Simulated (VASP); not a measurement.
Calculation: PBE GGA with D3 dispersion (Becke-Johnson damping), VASP's PBE PAW potentials (set 64) (plane waves; VASP).

A VASP calculation is set up with these files.

**INCAR**
```
SYSTEM = ZnO
PREC = Accurate
ENCUT = 520
EDIFF = 1E-6
NELM = 100
ALGO = Normal
LREAL = .FALSE.
LASPH = .TRUE.
ISMEAR = 0
SIGMA = 0.05
GGA = PE
IVDW = 12
LMAXMIX = 4
LWAVE = .FALSE.
LCHARG = .FALSE.
IBRION = 2
ISIF = 3
NSW = 60
EDIFFG = -0.02
```

### KPOINTS
```
Automatic
0
Gamma
 7 7 4
```

POSCAR:
```
ZnO
1.0
  3.2663638209   0.0000000000   0.0000000000
 -1.6331819104   2.8287537699   0.0000000000
  0.0000000000   0.0000000000   5.2587518381
Zn O
2 2
Cart
 -0.0000016331   1.8858367895   2.6264938880
  1.6331835436   0.9429169804   5.2558698070
  1.6331835436   0.9429169804   1.9960015652
 -0.0000016331   1.8858367895   4.6253774843
```

POTCAR, in this order: Zn O (PBE.64 set). Program: vasp_std.

What VASP printed:

### OSZICAR
```
       N       E                     dE             d eps       ncg     rms          rms(c)
DAV:   1     0.290318710850E+03    0.29032E+03   -0.18806E+04  1056   0.237E+03
DAV:   2     0.100527397431E+02   -0.28027E+03   -0.27137E+03  1128   0.442E+02
DAV:   3    -0.204903969838E+02   -0.30543E+02   -0.30313E+02  1242   0.155E+02
DAV:   4    -0.210890502706E+02   -0.59865E+00   -0.59822E+00  1146   0.230E+01
DAV:   5    -0.210936575291E+02   -0.46073E-02   -0.46070E-02  1224   0.196E+00    0.147E+01
DAV:   6    -0.177144762677E+02    0.33792E+01   -0.11959E+01  1824   0.734E+01    0.896E+00
DAV:   7    -0.178857391868E+02   -0.17126E+00   -0.26719E+00  1126   0.196E+01    0.536E+00
DAV:   8    -0.179119019841E+02   -0.26163E-01   -0.83196E-01  1596   0.927E+00    0.182E+00
DAV:   9    -0.178469021604E+02    0.65000E-01   -0.19191E-01  1654   0.801E+00    0.341E-01
DAV:  10    -0.178506729917E+02   -0.37708E-02   -0.57482E-02  1092   0.176E+00    0.154E-01
DAV:  11    -0.178506253899E+02    0.47602E-04   -0.16407E-03  1546   0.584E-01    0.376E-02
DAV:  12    -0.178506847083E+02   -0.59318E-04   -0.18006E-04  1448   0.288E-01    0.345E-02
DAV:  13    -0.178506787572E+02    0.59511E-05   -0.41166E-05  1398   0.144E-01    0.123E-02
DAV:  14    -0.178506795928E+02   -0.83566E-06   -0.16025E-05  1122   0.412E-02    0.516E-03
DAV:  15    -0.178506789883E+02    0.60456E-06   -0.18431E-06   802   0.138E-02
   1 F= -.18728889E+02 E0= -.18728889E+02  d E =-.187289E+02
```

OUTCAR:
```
------------------------ aborting loop because EDIFF is reached ----------------------------------------
 Edisp (eV)   -0.87821
  FORCE on cell =-STRESS in cart. coord.  units (eV):
  Direction    XX          YY          ZZ          XY          YZ          ZX
  --------------------------------------------------------------------------------------
  Total      -0.02039    -0.02039     0.01711    -0.00000     0.00000    -0.00000
  in kB      -0.67248    -0.67248     0.56418    -0.00000     0.00000    -0.00000
  external pressure =       -0.26 kB  Pullay stress =        0.00 kB
  volume of cell :       48.59
      direct lattice vectors                 reciprocal lattice vectors
     3.266363821  0.000000000  0.000000000     0.306150832  0.176756282  0.000000000
    -1.633181910  2.828753770  0.000000000     0.000000000  0.353512565  0.000000000
     0.000000000  0.000000000  5.258751838     0.000000000  0.000000000  0.190159192
  FREE ENERGIE OF THE ION-ELECTRON SYSTEM (eV)
  ---------------------------------------------------
  free  energy   TOTEN  =       -18.7288892617 eV

  energy  without entropy=      -18.7288892617  energy(sigma->0) =      -18.72888926

 reached required accuracy - stopping structural energy minimisation
```
(Selected blocks of OUTCAR.)

The structure comes from a measured ZnO entry (P6_3mc) of the Crystallography Open Database, whose conditions weren't checked. It was relaxed first. The start is the result of an earlier pass.
